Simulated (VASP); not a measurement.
Computed with vdW-DF-cx, VASP's PBE PAW potentials (set 64) (plane waves; VASP).

A VASP calculation is set up with these files.

**INCAR**
```
! general
SYSTEM    =  In
PREC      =  Accurate
ENCUT     =  520
LREAL     =  F   ! projection in real space or not
LASPH     =  T   ! aspherical one-centre terms

! electronic loop
EDIFF     =  1E-7
NELM      =  100
ALGO      =  Normal   ! blocked Davidson
LMAXMIX   =  4   ! l cut-off of mixed one-centre charges

! smearing
ISMEAR    =  1
SIGMA     =  0.1

! functional
GGA       =  CX
LUSE_VDW  =  T
AGGAC     =  0.0

! ions
IBRION    =  2
NSW       =  30
ISIF      =  4   ! ions and shape, fixed volume
EDIFFG    =  -0.01   ! ionic stop

! output
LWAVE     =  F
LCHARG    =  F
```

**KPOINTS**
```
Automatic
0
G
 16 16 16
```

File POSCAR:
```
In
1
   -1.5786785919     1.5786785919     2.4352075648
    1.5786785919    -1.5786785919     2.4352075648
    1.5786785919     1.5786785919    -2.4352075648
In
1
Direct
  0.0000000000   0.0000000000   0.0000000000
```

POTCAR, in this order: In_d (PBE.64 set). Program: vasp_std.

What VASP printed:

**OSZICAR**
```
       N       E                     dE             d eps       ncg     rms          rms(c)
DAV:   1     0.725762576333E+02    0.72576E+02   -0.65342E+03  6998   0.169E+03
DAV:   2     0.297175209274E+01   -0.69605E+02   -0.68583E+02  7134   0.285E+02
DAV:   3     0.462735040985E+00   -0.25090E+01   -0.24990E+01  8108   0.632E+01
DAV:   4     0.408509653399E+00   -0.54225E-01   -0.54207E-01  8846   0.937E+00
DAV:   5     0.406182686720E+00   -0.23270E-02   -0.23269E-02  8742   0.158E+00    0.245E+00
DAV:   6     0.440763802917E+00    0.34581E-01   -0.65720E-02  7986   0.592E+00    0.121E+00
DAV:   7     0.447604466142E+00    0.68407E-02   -0.18458E-02  8446   0.290E+00    0.308E-01
DAV:   8     0.448204701420E+00    0.60024E-03   -0.91995E-04  8156   0.611E-01    0.312E-02
DAV:   9     0.448201368628E+00   -0.33328E-05   -0.13781E-05  9798   0.537E-02    0.163E-02
DAV:  10     0.448199623537E+00   -0.17451E-05   -0.25142E-06  7488   0.217E-02    0.103E-03
DAV:  11     0.448199596608E+00   -0.26930E-07   -0.52396E-08  5142   0.411E-03
   1 F= 0.44819960E+00 E0= 0.44831736E+00  d E =0.448200E+00
       N       E                     dE             d eps       ncg     rms          rms(c)
DAV:   1     0.447386665410E+00   -0.81296E-03   -0.23533E-02  8016   0.168E+00    0.134E-01
DAV:   2     0.447777131599E+00    0.39047E-03   -0.51199E-04 10156   0.488E-01    0.883E-02
DAV:   3     0.448015350194E+00    0.23822E-03   -0.28097E-04  8600   0.521E-01    0.211E-02
DAV:   4     0.448012112735E+00   -0.32375E-05   -0.38400E-05  7662   0.730E-02    0.254E-02
DAV:   5     0.448012174667E+00    0.61932E-07   -0.11371E-06  9856   0.149E-02    0.108E-02
DAV:   6     0.448012221159E+00    0.46491E-07   -0.89891E-08  4906   0.582E-03
   2 F= 0.44801222E+00 E0= 0.44809337E+00  d E =-.187375E-03
       N       E                     dE             d eps       ncg     rms          rms(c)
DAV:   1     0.441700923314E+00   -0.63113E-02   -0.21158E-01  7992   0.505E+00    0.404E-01
DAV:   2     0.445236953753E+00    0.35360E-02   -0.46214E-03 10072   0.141E+00    0.266E-01
DAV:   3     0.447403038572E+00    0.21661E-02   -0.26065E-03  8474   0.154E+00    0.642E-02
DAV:   4     0.447373525602E+00   -0.29513E-04   -0.34737E-04  7604   0.219E-01    0.773E-02
DAV:   5     0.447373851076E+00    0.32547E-06   -0.10526E-05 10036   0.450E-02    0.350E-02
DAV:   6     0.447374268282E+00    0.41721E-06   -0.10414E-06  7708   0.192E-02    0.121E-02
DAV:   7     0.447374284297E+00    0.16015E-07   -0.64558E-08  4038   0.567E-03
   3 F= 0.44737428E+00 E0= 0.44727921E+00  d E =-.825312E-03
       N       E                     dE             d eps       ncg     rms          rms(c)
DAV:   1     0.425266793291E+00   -0.22107E-01   -0.84337E-01  7998   0.101E+01    0.806E-01
DAV:   2     0.439590747566E+00    0.14324E-01   -0.18698E-02  9880   0.256E+00    0.532E-01
DAV:   3     0.448303657167E+00    0.87129E-02   -0.10909E-02  8432   0.293E+00    0.127E-01
DAV:   4     0.448194709120E+00   -0.10895E-03   -0.13171E-03  7638   0.422E-01    0.154E-01
DAV:   5     0.448195938465E+00    0.12293E-05   -0.44967E-05  9966   0.903E-02    0.615E-02
DAV:   6     0.448197604974E+00    0.16665E-05   -0.42292E-06  7752   0.382E-02    0.230E-02
DAV:   7     0.448197648330E+00    0.43356E-07   -0.34326E-07  7450   0.114E-02
   4 F= 0.44819765E+00 E0= 0.44814737E+00  d E =-.194828E-05
       N       E                     dE             d eps       ncg     rms          rms(c)
DAV:   1     0.435696440874E+00   -0.12501E-01   -0.43136E-01  8074   0.726E+00    0.577E-01
DAV:   2     0.442893460352E+00    0.71970E-02   -0.93954E-03 10048   0.198E+00    0.379E-01
DAV:   3     0.447306803185E+00    0.44133E-02   -0.52999E-03  8514   0.222E+00    0.886E-02
DAV:   4     0.447242224393E+00   -0.64579E-04   -0.73141E-04  7550   0.312E-01    0.110E-01
DAV:   5     0.447242338046E+00    0.11365E-06   -0.20360E-05  9978   0.598E-02    0.596E-02
DAV:   6     0.447243218893E+00    0.88085E-06   -0.25916E-06  7610   0.295E-02    0.221E-02
DAV:   7     0.447243234471E+00    0.15578E-07   -0.17960E-07  5624   0.835E-03
   5 F= 0.44724323E+00 E0= 0.44711208E+00  d E =-.956362E-03
```

File OUTCAR:
```
------------------------ aborting loop because EDIFF is reached ----------------------------------------
  FORCE on cell =-STRESS in cart. coord.  units (eV):
  Direction    XX          YY          ZZ          XY          YZ          ZX
  --------------------------------------------------------------------------------------
  Total        0.4808648      0.4808648      0.4738201     -0.0000000      0.0000000      0.0000000
  in kB       31.7358535     31.7358535     31.2709201     -0.0000000      0.0000000      0.0000000
  external PRESSURE =      31.5808757 kB  Pullay stress =       0.0000000 kB
  volume of cell :       24.28
      direct lattice vectors                 reciprocal lattice vectors
    -1.568599237  1.568599237  2.466603961     0.000000000  0.318755733  0.202707856
     1.568599237 -1.568599237  2.466603961     0.318755733  0.000000000  0.202707856
     1.568599237  1.568599237 -2.466603961     0.318755733  0.318755733 -0.000000000
 POSITION                                       TOTAL-FORCE (eV/Angst)
 -----------------------------------------------------------------------------------
      0.00000      0.00000      0.00000        -0.000000      0.000000     -0.000000
 -----------------------------------------------------------------------------------
    total drift:                                0.000000     -0.000000      0.000000
  FREE ENERGIE OF THE ION-ELECTRON SYSTEM (eV)
  ---------------------------------------------------
  free  energy   TOTEN  =         0.4472432345 eV

  energy  without entropy=        0.4468497757  energy(sigma->0) =        0.44711208

 reached required accuracy - stopping structural energy minimisation
```
(Selected blocks of OUTCAR.)

### CONTCAR
```
In
   1.00000000000000
    -1.5685992372470579    1.5685992372470581    2.4666039605130230
     1.5685992372470579   -1.5685992372470576    2.4666039605130230
     1.5685992372470579    1.5685992372470576   -2.4666039605130230
  In
     1
Direct
     0.0000000000000000    0.0000000000000000    0.0000000000000000
```

The compound is In in the bct structure. This cell is one point of a volume scan, at 0.94 of the reference volume. Symmetry was kept, so distortions that lower it aren't found.
